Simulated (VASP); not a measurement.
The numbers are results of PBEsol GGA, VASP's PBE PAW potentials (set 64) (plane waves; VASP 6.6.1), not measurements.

A VASP calculation is set up with these files.

**KPOINTS**
```
Automatic mesh
0
Gamma
  11 11 16
```

### INCAR
```
SYSTEM = SnO2
PREC = Accurate
ENCUT = 520
EDIFF = 1E-7
NELM = 100
ALGO = Normal
LREAL = .FALSE.
LASPH = .TRUE.
ISMEAR = 0
SIGMA = 0.01
GGA = PS
LMAXMIX = 4
LWAVE = .FALSE.
LCHARG = .FALSE.
LOPTICS = .TRUE.
NBANDS = 93
NEDOS = 1001
CSHIFT = 0.1
```

**POSCAR**
```
SnO2
1
    4.7701778429     0.0000000000     0.0000000000
    0.0000000000     4.7701778429     0.0000000000
    0.0000000000     0.0000000000     3.2197953572
Sn O
2 4
Direct
  0.0000000000   0.0000000000   0.0000000000
  0.5000000000   0.5000000000   0.5000000000
  0.3063833544   0.3063833544   0.0000000000
  0.8063833544   0.1936166456   0.5000000000
  0.1936166456   0.8063833544   0.5000000000
  0.6936166456   0.6936166456   0.0000000000
```

POTCAR, in this order: Sn_d O (PBE.64 set). Program: vasp_std.

### Question
What will the output report for the number of irreducible k-points (NKPTS), largest plane-wave count, number of space-group operations, FFT grid (NGX, NGY, NGZ)?

### Answer

| Property | Value |
|---|---|
| number of irreducible k-points (NKPTS) | 189 |
| largest plane-wave count | 2014 |
| number of space-group operations | 16 |
| FFT grid (NGX, NGY, NGZ) | 36 × 36 × 24 |

The compound is SnO2 in the rutile structure. It was relaxed first.
